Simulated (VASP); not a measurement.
Here is the system:

```
CELL_PARAMETERS angstrom
      1.37160    -2.37568     0.00000
      1.37160     2.37568     0.00000
      0.00000     0.00000     4.44013
ATOMIC_POSITIONS crystal
  Re 0.33333 0.66667 0.25000
  Re 0.66667 0.33333 0.75000
```

Calculation: MS2 meta-GGA, VASP's PBE PAW potentials (set 64) (plane waves; VASP). Run with 520 eV cut-off, 17×17×9 Γ-centred mesh, tetrahedra with Blöchl corrections, potentials Re.

Unless said otherwise, spin-orbit coupling is left out, though it shifts the bands of the heavy elements here.

Problem. Estimate the energy per atom (σ→0), band gap (over mesh and band path) with the smallest direct gap where there is one.

Solution. 
The band gap (over mesh and band path) is none (metal, semimetal or under 0.01 eV). The energy per atom (σ→0) is 4.622 eV/atom.

The compound is Re in the hcp structure. It was relaxed first.
